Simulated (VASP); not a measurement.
# La2AgSb4Au (Pccm) in VASP: relaxation of cell and atoms with PBEsol

Aim: the relaxation of cell and atoms of La2AgSb4Au with PBEsol.

Everything below comes from runs of VASP 6.6.1. Logs are shortened: lines on timing, memory, paths and dates and some standing lists are left out, and cuts for length are marked.

## 1. The structure

The structure is orthorhombic, space group Pccm (No. 49). Conventional cell: a = 6.182 Å, b = 10.986 Å, c = 6.182 Å, α = 90.00°, β = 90.00°, γ = 90.00°. La (site symmetry m) has 8 Sb at 3.27 to 3.40 Å and 2 Au at 3.62 Å and 2 Ag at 3.62 Å as nearest neighbours. Au (site symmetry 222) has 4 Sb at 2.85 Å and 2 Au at 3.09 Å and 2 Ag at 3.09 Å as nearest neighbours. Ag (site symmetry 222) has 4 Sb at 2.85 Å and 2 Au at 3.09 Å and 2 Ag at 3.09 Å as nearest neighbours. Sb (site symmetry m) is surrounded by 2 Au at 2.85 Å and 2 Ag at 2.85 Å and 4 La at 3.27 Å. Sb (site symmetry 222) is surrounded by 4 Sb at 3.09 Å and 4 La at 3.40 Å. Around Sb (site symmetry 222) lie 4 Sb at 3.09 Å and 4 La at 3.40 Å.

The cell was built by a generator and needn't be a form met in nature.

## 2. Relaxation of cell and atoms, PBEsol

INCAR reads:

```
SYSTEM = La2AgSb4Au
PREC = Accurate
ENCUT = 600
EDIFF = 1E-6
ISMEAR = 1
SIGMA = 0.1
LREAL = .False.
LASPH = .True.
NELM = 80
ALGO = Normal
ISIF = 3
LWAVE = .False.
LCHARG = .False.
GGA = PS
IBRION = 2
NSW = 90
EDIFFG = -0.01
LUSENCCL = .False.
```

KPOINTS reads:

```
Automatic mesh
0
Gamma
  6 6 4
  0 0 0
```

POSCAR reads:

```
La2AgSb4Au
1.0
    4.3711527700     -4.3711527700      0.0000000000
    4.3711527700      4.3711527700      0.0000000000
    0.0000000000      0.0000000000     10.9856205400
La Au Ag Sb
4 2 2 8
Direct
    0.7500000000      0.2500000000      0.2629930000
    0.2500000000      0.7500000000      0.2629930000
    0.2500000000      0.2500000000      0.7370070000
    0.7500000000      0.7500000000      0.7370070000
    0.0000000000      0.0000000000      0.0000000000
    0.0000000000      0.5000000000      0.0000000000
    0.5000000000      0.5000000000      0.0000000000
    0.5000000000      0.0000000000      0.0000000000
    0.7500000000      0.2500000000      0.8333123600
    0.2500000000      0.7500000000      0.8333123600
    0.2500000000      0.2500000000      0.1666876400
    0.7500000000      0.7500000000      0.1666876400
    0.0000000000      0.0000000000      0.5000000000
    0.5000000000      0.5000000000      0.5000000000
    0.0000000000      0.5000000000      0.5000000000
    0.5000000000      0.0000000000      0.5000000000
```

Potentials or basis: VASP PAW PBE potentials, release 64 (La, Au, Ag, Sb).

Started as:

```
> cat potpaw_PBE.64/La/POTCAR potpaw_PBE.64/Au/POTCAR potpaw_PBE.64/Ag/POTCAR potpaw_PBE.64/Sb/POTCAR > POTCAR
> mpirun -np 1 vasp_std > vasp.out
```

OUTCAR:

```text
SYSTEM = La2AgSb4Au
   PREC = Accurate
   ENCUT = 600
   EDIFF = 1E-6
   ISMEAR = 1
   LREAL = .False.
   LASPH = .True.
   NELM = 80
   ISIF = 3
   GGA = PS
   IBRION = 2
   NSW = 90
   EDIFFG = -0.01

 ion  position               nearest neighbor table
   1  0.750  0.250  0.263-  11 3.27  12 3.27  12 3.27  11 3.27  15 3.40  16 3.40  13 3.40  14 3.40
                             5 3.62   6 3.62   7 3.62   8 3.62
   2  0.250  0.750  0.263-  11 3.27  12 3.27  11 3.27  12 3.27  15 3.40  16 3.40  13 3.40  14 3.40
                             5 3.62   6 3.62   7 3.62   8 3.62
   3  0.250  0.250  0.737-   9 3.27  10 3.27  10 3.27   9 3.27  15 3.40  16 3.40  13 3.40  14 3.40
                             5 3.62   6 3.62   7 3.62   8 3.62
   4  0.750  0.750  0.737-   9 3.27  10 3.27   9 3.27  10 3.27  15 3.40  16 3.40  13 3.40  14 3.40
                             5 3.62   6 3.62   7 3.62   8 3.62
   5  0.000  0.000  0.000-   9 2.85  10 2.85  11 2.85  12 2.85   6 3.09   8 3.09   6 3.09   8 3.09
                             1 3.62   2 3.62   3 3.62   4 3.62
   6  0.000  0.500  0.000-   9 2.85  10 2.85  11 2.85  12 2.85   5 3.09   7 3.09   5 3.09   7 3.09
                             1 3.62   2 3.62   3 3.62   4 3.62
   7  0.500  0.500  0.000-   9 2.85  10 2.85  11 2.85  12 2.85   6 3.09   8 3.09   8 3.09   6 3.09
                             1 3.62   2 3.62   3 3.62   4 3.62
   8  0.500  0.000  0.000-   9 2.85  10 2.85  11 2.85  12 2.85   5 3.09   7 3.09   7 3.09   5 3.09
                             1 3.62   2 3.62   3 3.62   4 3.62
   9  0.750  0.250  0.833-   5 2.85   6 2.85   7 2.85   8 2.85   3 3.27   4 3.27   4 3.27   3 3.27
[... 11 lines left out ...]
  15  0.000  0.500  0.500-  13 3.09  14 3.09  13 3.09  14 3.09   1 3.40   2 3.40   3 3.40   4 3.40

  16  0.500  0.000  0.500-  13 3.09  14 3.09  14 3.09  13 3.09   1 3.40   2 3.40   3 3.40   4 3.40

  LATTYP: Found a simple tetragonal cell.
 ALAT       =     6.1817435305
 C/A-ratio  =     1.7771071358

  Lattice vectors:

 A1 = (   4.3711527700,  -4.3711527700,   0.0000000000)
 A2 = (   4.3711527700,   4.3711527700,   0.0000000000)
 A3 = (   0.0000000000,   0.0000000000,  10.9856205400)

Analysis of symmetry for initial positions (statically):
=====================================================================
 Subroutine PRICEL returns:
 Original cell was already a primitive cell.

 Routine SETGRP: Setting up the symmetry group for a
 simple tetragonal supercell.

 Subroutine GETGRP returns: Found  8 space group operations
 (whereof  4 operations were pure point group operations)
 out of a pool of 16 trial point group operations.

The static configuration has the point symmetry D_2 .
 The point group associated with its full space group is D_2h.

Analysis of symmetry for dynamics (positions and initial velocities):
=====================================================================
 Subroutine PRICEL returns:
 Original cell was already a primitive cell.

 Routine SETGRP: Setting up the symmetry group for a
 simple tetragonal supercell.

 Subroutine GETGRP returns: Found  8 space group operations
 (whereof  4 operations were pure point group operations)
 out of a pool of 16 trial point group operations.

The dynamic configuration has the point symmetry D_2 .
 The point group associated with its full space group is D_2h.

 Subroutine INISYM returns: Found  8 space group operations
 (whereof  4 operations are pure point group operations),
 and found     1 'primitive' translations

----------------------------------------------------------------------------------------

                                     Primitive cell

  volume of cell :     419.8040

  direct lattice vectors                    reciprocal lattice vectors
     4.371152770 -4.371152770  0.000000000     0.114386302 -0.114386302  0.000000000
     4.371152770  4.371152770  0.000000000     0.114386302  0.114386302 -0.000000000
     0.000000000  0.000000000 10.985620540    -0.000000000  0.000000000  0.091028085

  length of vectors
     6.181743531  6.181743531 10.985620540     0.161766659  0.161766659  0.091028085

  position of ions in fractional coordinates (direct lattice)
     0.750000000  0.250000000  0.262993000
     0.250000000  0.750000000  0.262993000
     0.250000000  0.250000000  0.737007000
     0.750000000  0.750000000  0.737007000
     0.000000000  0.000000000  0.000000000
     0.000000000  0.500000000  0.000000000
[... 8 lines left out ...]
     0.000000000  0.500000000  0.500000000
     0.500000000  0.000000000  0.500000000

[... 50 lines left out ...]
  0.333333  0.000000  0.000000      2.000000
  0.000000  0.333333  0.000000      2.000000
  0.500000  0.000000  0.000000      1.000000
[... 16 lines left out ...]
  0.000000  0.500000  0.250000      2.000000
  0.166667  0.166667  0.250000      8.000000
 [... further k-points ...]
   k-points           NKPTS =     48   k-points in BZ     NKDIM =     48   number of bands    NBANDS=     76
   number of dos      NEDOS =    301   number of ions     NIONS =     16
   total plane-waves  NPLWV = 225000
   dimension x,y,z NGX =    50 NGY =   50 NGZ =   90
   dimension x,y,z NGXF=   100 NGYF=  100 NGZF=  180
   ions per type =               4   2   2   8
   NGX,Y,Z   is equivalent  to a cutoff of  13.45, 13.45, 13.62 a.u.
   NGXF,Y,Z  is equivalent  to a cutoff of  26.89, 26.89, 27.24 a.u.
 SYSTEM =  La2AgSb4Au
   PREC   = accura    normal or accurate (medium, high low for compatibility)
   ISTART =      0    job   : 0-new  1-cont  2-samecut
   ICHARG =      2    charge: 1-file 2-atom 10-const
   ISPIN  =      1    spin polarized calculation?
   LNONCOLLINEAR =      F non collinear calculations
   LSORBIT =      F    spin-orbit coupling
   LASPH  =      T    aspherical Exc in radial PAW
   ENCUT  =  600.0 eV  44.10 Ry    6.64 a.u.  12.35 12.35 21.94*2*pi/ulx,y,z
   NELM   =     80;   NELMIN=  2; NELMDL= -5     # of ELM steps
   EDIFF  = 0.1E-05   stopping-criterion for ELM
   LREAL  =      F    real-space projection
   EDIFFG = -.1E-01   stopping-criterion for IOM
   NSW    =     90    number of steps for IOM
   IBRION =      2    ionic relax: 0-MD 1-quasi-New 2-CG
   NFREE  =      1    steps in history (QN), initial steepest desc. (CG)
   ISIF   =      3    stress and relaxation
   ISYM   =      2    0-nonsym 1-usesym 2-fastsym
   POTIM  = 0.5000    time-step for ionic-motion
   TEBEG  =    0.0;   TEEND  =   0.0 temperature during run
   PSTRESS=    0.0 pullay stress
   NELECT =     128.0000    total number of electrons
   NUPDOWN=      -1.0000    fix difference up-down
   EMIN   =  10.00;   EMAX   =-10.00  energy-range for DOS
   EFERMI =   0.00;   METHOD = LEGACY
   ISMEAR =     1;   SIGMA  =   0.10  broadening in eV -4-tet -1-fermi 0-gaus
   EFERMI_NEDOS =   21; number of points for ismear=-14 and -15
   IALGO  =     38    algorithm
   IMIX   =      4    mixing-type and parameters
     AMIX     =   0.40;   BMIX     =  1.00
     AMIX_MAG =   1.60;   BMIX_MAG =  1.00
  volume/ion in A,a.u.               =      26.24       177.06
  Fermi-wavevector in a.u.,A,eV,Ry     =   1.101867  2.082227 16.518991  1.214112
  Thomas-Fermi vector in A             =   2.238301
   LORBIT       =      0    0 simple, 1 ext, 2 COOP (PROOUT), +10 PAW based schemes
   GGA     = PS    functional components
   LHFCALC =     F    Hartree Fock is set to
   AEXX    =    0.0000 exact exchange contribution
   IVDW    =     0    specifies the selected vdW correction
   LEPSILON=     F    determine dielectric tensor
   LRPA    =     F    only Hartree local field effects (RPA)
 conjugate gradient relaxation of ions
 non-spin polarized calculation
 Methfessel and Paxton  Order N= 1 SIGMA  =   0.10
  energy-cutoff  :      600.00
  volume of cell :      419.80
 maximum number of plane-waves:     14068
 NGX is ok and might be reduce to    50
   NGX = 25   NGY = 25   NGZ = 43

--------------------------------------- Ionic step        1  -------------------------------------------

 number of electron     128.0000000 magnetization

 Free energy of the ion-electron system (eV)
  ---------------------------------------------------
  ext. energy  EPLUGINS =         0.00000000
  ---------------------------------------------------
  free energy    TOTEN  =       -84.83832675 eV

  energy without entropy =      -84.83593398  energy(sigma->0) =      -84.83752916

------------------------ aborting loop because EDIFF is reached ----------------------------------------

  FORCE on cell =-STRESS in cart. coord.  units (eV):
  Direction    XX          YY          ZZ          XY          YZ          ZX
  --------------------------------------------------------------------------------------
  -------------------------------------------------------------------------------------
  Total       -3.4750185     -3.4750185     -7.5327832      0.1187261      0.0000000      0.0000000
  in kB      -13.2623702    -13.2623702    -28.7487849      0.4531170      0.0000000      0.0000000
  external PRESSURE =     -18.4245084 kB  Pullay stress =       0.0000000 kB
[... 131 lines left out ...]
  FREE ENERGIE OF THE ION-ELECTRON SYSTEM (eV)
  ---------------------------------------------------
  free  energy   TOTEN  =       -84.9353005206 eV

  energy  without entropy=      -84.9332101928  energy(sigma->0) =      -84.93460374

[... ionic steps 4 to 9 ...]

--------------------------------------- Ionic step       10  -------------------------------------------

 number of electron     128.0000014 magnetization

------------------------ aborting loop because EDIFF is reached ----------------------------------------
[... 95 lines left out ...]
--------------------------------------- Ionic step       12  -------------------------------------------

 number of electron     128.0000014 magnetization

 Free energy of the ion-electron system (eV)
  ---------------------------------------------------
  ext. energy  EPLUGINS =         0.00000000
  ---------------------------------------------------
  free energy    TOTEN  =       -85.03825216 eV

  energy without entropy =      -85.03364776  energy(sigma->0) =      -85.03671736

 E-fermi :   8.5785     XC(G=0): -10.7021

 val. band max:        8.5718100732   @ k =   0.1667   0.0000   0.2500
 cond. band min:       8.5816781427   @ k =   0.0000   0.0000   0.5000
 fundamental gap:      0.0098680695
 Fermi energy:         8.5784531822

 k-point     1 :       0.0000    0.0000    0.0000
  band No.  band energies     occupation
      1     -23.8079      2.00000
      2     -23.8068      2.00000
      3     -23.7829      2.00000
      4     -23.7829      2.00000
      5      -7.7851      2.00000
      6      -7.7705      2.00000
[... 1885 lines left out ...]
     75      10.7603      0.00000
     76      10.8440      0.00000

 [... further k-points ...]

------------------------ aborting loop because EDIFF is reached ----------------------------------------

  FORCE on cell =-STRESS in cart. coord.  units (eV):
  Direction    XX          YY          ZZ          XY          YZ          ZX
  --------------------------------------------------------------------------------------
  -------------------------------------------------------------------------------------
  Total        0.0282326      0.0282326      0.0569556     -0.0169019      0.0000000      0.0000000
  in kB        0.1113879      0.1113879      0.2247102     -0.0666839      0.0000000      0.0000000
  external PRESSURE =       0.1491620 kB  Pullay stress =       0.0000000 kB
[... 31 lines left out ...]
  FREE ENERGIE OF THE ION-ELECTRON SYSTEM (eV)
  ---------------------------------------------------
  free  energy   TOTEN  =       -85.0382521635 eV

  energy  without entropy=      -85.0336477557  energy(sigma->0) =      -85.03671736

 reached required accuracy - stopping structural energy minimisation
```

It took 2.1 h on 1 × NVIDIA H100 80GB with 1 thread of AMD EPYC 7R13 (Zen 3), shared host; peak memory 2.6 GiB.

What came out:

```yaml
Free_energy: -85.0383 eV
Relaxed_volume: 25.38 Å³/atom
Relaxed_cell: a = 6.204 Å, b = 6.210 Å, c = 10.540 Å, α = 90.00°, β = 90.00°, γ = 90.00°
Space_group_after_relaxing_to_0.05_Å: Pccm (No. 49)
Energy_gained_by_relaxing: 12.5 meV/atom
Ionic_steps: 12
Pressure_after_relaxing: 0.0 GPa
Largest_force_after_relaxing: 0.009 eV/Å
Band_gap_on_the_k_mesh: none (metal or under the smearing width)
```

Forces in eV/Å, atoms in the order of the input:
```
La   0.003 -0.003  0.008
La  -0.003  0.003  0.008
La  -0.003  0.003 -0.008
La   0.003 -0.003 -0.008
Au   0.000  0.000  0.000
Au   0.000  0.000  0.000
Ag   0.000  0.000  0.000
Ag   0.000  0.000  0.000
Sb  -0.004  0.004  0.005
Sb   0.004 -0.004  0.005
Sb   0.004 -0.004 -0.005
Sb  -0.004  0.004 -0.005
Sb   0.000  0.000  0.000
Sb   0.000  0.000  0.000
Sb   0.000  0.000  0.000
Sb   0.000  0.000  0.000
```

Step by step:
```
step  energy change (eV)  largest force (eV/Å)  pressure (GPa)  volume (Å³)
   1              0.0000                0.3164           -1.84       419.80
   2             -0.0809                0.2827            1.49       401.72
   3             -0.0970                0.2948            0.46       406.79
   4             -0.1490                0.2466            0.31       406.62
   5             -0.1853                0.1581            0.09       406.09
   6             -0.1974                0.0524           -0.17       407.13
   7             -0.1984                0.0210           -0.27       407.54
   8             -0.1972                0.0382            0.40       404.22
   9             -0.1999                0.0131            0.01       406.11
  10             -0.1999                0.0130            0.01       406.08
  11             -0.1999                0.0127            0.02       406.02
  12             -0.1999                0.0092            0.01       406.09
```

Final structure:
```xyz
16
Lattice="4.3872 -4.3872 0.0000 4.3910 4.3910 0.0000 0.0000 0.0000 10.5402" Properties=species:S:1:pos:R:3 pbc="T T T"
La    4.3999   -2.2044    2.6906
La    4.3783    2.2082    2.6906
La    2.1828    0.0127    7.8496
La    6.5953   -0.0089    7.8496
Au    8.7782    0.0038    0.0000
Au    6.5827   -2.1917    0.0000
Ag    4.3891    0.0019    0.0000
Ag    6.5846    2.1974    0.0000
Sb    4.3879   -2.1924    8.7344
Sb    4.3903    2.1962    8.7344
Sb    2.1948    0.0007    1.8057
Sb    6.5834    0.0031    1.8057
Sb    8.7782    0.0038    5.2701
Sb    4.3891    0.0019    5.2701
Sb    6.5827   -2.1917    5.2701
Sb    6.5846    2.1974    5.2701
```

Levels at points of the mesh, in eV from the Fermi level:
```csv
k point,band 60,band 61,band 62,band 63,band 64,band 65,band 66,band 67,band 68,band 69
"(0.00, 0.00, 0.00)",-1.44,-1.25,-0.65,0.18,0.48,0.50,1.47,1.77,1.84,1.94
"(0.50, 0.00, 0.00)",-0.87,-0.85,-0.79,-0.41,-0.22,0.59,0.62,1.37,1.47,1.79
"(0.00, 0.50, 0.00)",-0.98,-0.82,-0.82,-0.30,-0.30,0.60,0.60,1.42,1.42,1.81
"(0.50, 0.50, 0.00)",-1.32,-0.74,-0.74,-0.71,-0.71,-0.35,-0.35,-0.34,-0.34,2.11
"(0.00, 0.00, 0.50)",-1.50,-1.15,-1.04,0.00,0.53,0.55,1.20,1.80,1.83,1.84
"(0.50, 0.00, 0.50)",-1.24,-1.19,-1.16,-0.72,-0.55,0.73,0.75,1.62,1.62,1.81
"(0.00, 0.50, 0.50)",-1.26,-1.17,-1.17,-0.62,-0.62,0.74,0.74,1.62,1.62,1.80
"(0.50, 0.50, 0.50)",-0.68,-0.56,-0.56,-0.50,-0.50,0.19,0.19,0.21,0.21,1.43
```

Caveat: the PAW data sets were made with another functional, which shifts forces and pressure a little. Spin-orbit coupling is left out, which matters for the levels of Au, La, Sb.
